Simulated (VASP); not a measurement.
```xyz
2
Lattice="0.0000 2.6000 2.6000 2.6000 0.0000 2.6000 2.6000 2.6000 0.0000" Properties=species:S:1:pos:R:3 pbc="T T T"
Mg     0.0000     0.0000     0.0000
S      2.6000     2.6000     2.6000
```

Calculation: PBE GGA, VASP's PBE PAW potentials (set 64) (plane waves; VASP 6.6.1). Settings: 480 eV cut-off, 8×8×8 Γ-centred mesh, Gaussian smearing of 0.050 eV, potentials Mg S.

Q: The ions, cell shape and volume are relaxed. Predict the relaxed structure.

A: 
```xyz
2
Lattice="0.0000 2.6113 2.6113 2.6113 0.0000 2.6113 2.6113 2.6113 0.0000" Properties=species:S:1:pos:R:3 pbc="T T T"
Mg     0.0000     0.0000     0.0000
S      2.6113     2.6113     2.6113
```
Space group Fm-3m (225), at a tolerance of 0.03 Å.

Q: How do energy and volume change from the first to the last step?

A: The energy (σ→0) changes by -0.7 meV/atom and the volume by +1.3 %, in 3 ionic steps.

The compound is MgS in the rock salt structure. This run relaxes it. Symmetry was kept, so distortions that lower it aren't found.
